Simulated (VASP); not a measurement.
Here is the system:

```xyz
4
Lattice="0.0000 3.2585 3.2585 3.2585 0.0000 3.2585 3.2585 3.2585 0.0000" Properties=species:S:1:pos:R:3 pbc="T T T"
Ge     0.0000     0.0000     0.0000
Pt     3.2585     3.2585     3.2585
Pt     1.6292     1.6292     1.6292
Pt     4.8877     4.8877     4.8877
```

The numbers are results of PBE GGA, VASP's PBE PAW potentials (set 64) (plane waves; VASP), not measurements. Run with 300 eV cut-off, 6×6×6 Γ-centred mesh, Fermi-Dirac smearing of 0.10 eV, potentials Ge_d Pt.

Q: Give the energies of bands 12 to 25 at the high-symmetry points, in eV from the Fermi level.

A: 
```csv
band,Γ,X,U,L,W
12,-3.48,-3.61,-3.62,-3.99,-3.44
13,-3.48,-3.22,-3.21,-3.10,-3.44
14,-3.48,-3.22,-3.03,-3.10,-3.05
15,-1.70,-2.31,-2.61,-2.63,-3.05
16,-1.22,-1.71,-2.39,-2.58,-2.35
17,-1.22,-1.56,-2.23,-2.58,-2.16
18,-1.22,-1.56,-1.59,-1.07,-1.56
19,-0.89,-1.55,-1.54,-1.07,-1.15
20,-0.89,-1.31,-1.02,-0.94,-1.13
21,-0.82,-0.87,-0.63,-0.94,-1.13
22,-0.82,-0.51,-0.47,-0.53,-0.45
23,3.06,-0.50,-0.24,0.53,-0.45
24,3.06,-0.50,0.25,3.38,-0.13
25,3.06,2.13,2.40,3.38,4.42
```

It has no gap at this level: it comes out as a metal or semimetal.

The structure was generated: GePt3 was put into an ordered model structure, which need not be its known phase. The cell was not relaxed at this level.
